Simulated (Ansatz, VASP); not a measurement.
**One calculation of RbZn, two programs**

```
CELL_PARAMETERS angstrom
0.00000 3.13398 3.13398
3.13398 0.00000 3.13398
3.13398 3.13398 0.00000
ATOMIC_POSITIONS crystal
Rb 0.00000 0.00000 0.00000
Zn 0.75000 0.75000 0.75000
```

Alike in both runs: task relaxation of cell and atoms; functional PBE; k mesh 6 × 6 × 6; occupations gaussian, width 0.1 eV; no spin polarisation.

|  | VASP | Ansatz |
| --- | --- | --- |
| version | VASP 6.6.1 | Ansatz 0.2.0 |
| potentials or method | VASP PAW PBE potentials, release 64 (Rb_sv, Zn) | scalar-relativistic, plane waves, PAW |
| plane-wave cutoff (eV) | 600 | 420 |
| valence electrons in the cell | 21 | 21 |

|  | VASP | Ansatz | Ansatz less VASP |
| --- | --- | --- | --- |
| gap on the k mesh at the Fermi level, each at its own relaxed structure (eV) | none | none | - |
| relaxed volume (Å³/atom) | 70.78 | 67.59 | -3.190 |
| relaxed cell length with the largest relative difference (Å) | 5.850 | 5.761 | -0.0892 |
| energy change over the relaxation (meV/atom) | -944 | -946 | -2.5 |

A gap of «none» marks a metal or a gap that the smearing closes.

Caveats: the volume moved by over 15 % at a fixed basis, so the end points are rough (VASP).
